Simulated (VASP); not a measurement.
A cell of BAs (zinc blende) near equilibrium:

```xyz
2
Lattice="0.0000 2.4082 2.4082 2.4082 0.0000 2.4082 2.4082 2.4082 0.0000" Properties=species:S:1:pos:R:3 pbc="T T T"
B      0.0000     0.0000     0.0000
As     1.2041     1.2041     1.2041
```

Calculation: PBE GGA, VASP's PBE PAW potentials (set 64) (plane waves; VASP 6.6.1).

```json
[
 {"run": "as it is", "ΔE (meV/atom)": "0.0", "σxx": "0.00", "σyy": "0.00", "σzz": "0.00", "largest shear component, with its sign (GPa)": "0.00", "gap (eV)": "1.20"},
 {"run": "after one change", "ΔE (meV/atom)": "1.3", "σxx": "2.04", "σyy": "2.04", "σzz": "2.04", "largest shear component, with its sign (GPa)": "0.00", "gap (eV)": "1.19"}
]
```
Stress is in GPa, positive when the cell is compressed; gaps are those on the k-mesh, and 0.00 means metallic.

### Question
Which change was made?
(A) biaxial strain of +2.0 % in the xz plane
(B) isotropic strain of +4.0 %
(C) shear strain γ_xy = -1.5 %
(D) isotropic strain of -0.5 %

### Answer
D, isotropic strain of -0.5 %

The compound is BAs in the zinc blende structure.
